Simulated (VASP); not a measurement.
Consider the following.

```yaml
crystal:
  lattice:
    - [4.07451, 0.00000, 0.00000]
    - [0.00000, 4.07451, 0.00000]
    - [0.00000, 0.00000, 4.07451]
  atoms:
    - { symbol: K, position: [0.00000, 0.00000, 0.00000] }
    - { symbol: Zn, position: [0.50000, 0.50000, 0.50000] }
    - { symbol: F, position: [0.50000, 0.00000, 0.50000] }
    - { symbol: F, position: [0.00000, 0.50000, 0.50000] }
    - { symbol: F, position: [0.50000, 0.50000, 0.00000] }
```

The numbers are results of vdW-DF-cx, VASP's PBE PAW potentials (set 64) (plane waves; VASP 6.6.1), not measurements. Numerical set-up: 520 eV cut-off, Gaussian smearing of 0.050 eV, potentials K_sv Zn F.

Give the energies of bands 9 to 22 at the high-symmetry points, in eV from the valence-band maximum.

```
band      Γ      X      M      R
----  -----  -----  -----  -----
9     -4.01  -3.87  -5.17  -5.17
10    -4.01  -3.87  -4.43  -5.17
11    -3.38  -3.78  -3.83  -4.22
12    -3.38  -3.78  -3.83  -4.22
13    -3.38  -3.38  -3.56  -4.22
14    -3.05  -3.05  -2.48  -1.83
15    -3.05  -2.73  -2.23  -1.83
16    -1.95  -2.15  -2.23  -1.83
17    -1.95  -1.91  -2.00  -1.39
18    -1.95  -1.91  -1.72  -1.39
19    -1.75  -1.63  -1.72  -1.39
20    -1.75  -1.63  -1.41   0.00
21    -1.75  -1.57   0.00   0.00
22     3.78   6.48   7.97   8.50
```

The gap is indirect, 3.78 eV, from the valence maximum at R to the conduction minimum at Γ.

The compound is KZnF3 in the cubic perovskite structure. It was relaxed first.
